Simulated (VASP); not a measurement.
Here is the system:

```
CELL_PARAMETERS angstrom
      3.81205     0.00000     0.00000
      0.00000     3.81205     0.00000
      0.00000     0.00000     3.81205
ATOMIC_POSITIONS crystal
  Sr 0.00000 0.00000 0.00000
```

All values below come from r2SCAN meta-GGA, VASP's PBE PAW potentials (set 64) (plane waves; VASP). Settings: 400 eV cut-off, 11×11×11 Γ-centred mesh, tetrahedra with Blöchl corrections, potentials Sr_sv.

Q: Predict the energy per atom (σ→0), band gap (over mesh and band path) with the smallest direct gap where there is one.

A: 
| Quantity | Value |
|---|---|
| band gap (over mesh and band path) | none (metal, semimetal or under 0.01 eV) |
| energy per atom (σ→0) | -14.722 eV/atom |

Total energies compare only between runs with the same potentials, cut-off and functional.

The structure was generated: Sr was put into the simple-cubic type (Pm-3m), which need not be its known phase. It was relaxed first, which changed the volume by -12 %.
